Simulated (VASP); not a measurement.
Level of theory: MS2 meta-GGA, VASP's PBE PAW potentials (set 64) (plane waves; VASP).

VASP input:

### INCAR
```
# general
SYSTEM  = Pb
PREC    = Accurate
ENCUT   = 520
LREAL   = .False.
LASPH   = .True.

# electronic loop
EDIFF   = 1E-7
NELM    = 100
ALGO    = Normal
LMAXMIX = 4
LMIXTAU = .True.

# smearing
ISMEAR  = 1
SIGMA   = 0.1

# functional
METAGGA = MS2

# ions
ISIF    = 2

# output
LWAVE   = .False.
LCHARG  = .False.
```

KPOINTS:
```
Automatic mesh
0
Gamma
13 13 13
0 0 0
```

File POSCAR:
```
Pb
3.4083770
  0.0000000000   0.7071067690   0.7071067690
  0.7071067690   0.0000000000   0.7071067690
  0.7071067690   0.7071067690   0.0000000000
Pb
1
Cart
  0.0000000000   0.0000000000   0.0000000000
```

POTCAR, in this order: Pb_d (PBE.64 set). Program: vasp_std.

Problem. What will the output report for the number of irreducible k-points (NKPTS), largest plane-wave count, number of space-group operations, FFT grid (NGX, NGY, NGZ)?

Solution. 
number of irreducible k-points (NKPTS): 84
largest plane-wave count: 769
number of space-group operations: 48
FFT grid (NGX, NGY, NGZ): 28 × 28 × 28

The compound is Pb in the fcc structure. This cell is one point of a volume scan, at 0.94 of the reference volume.
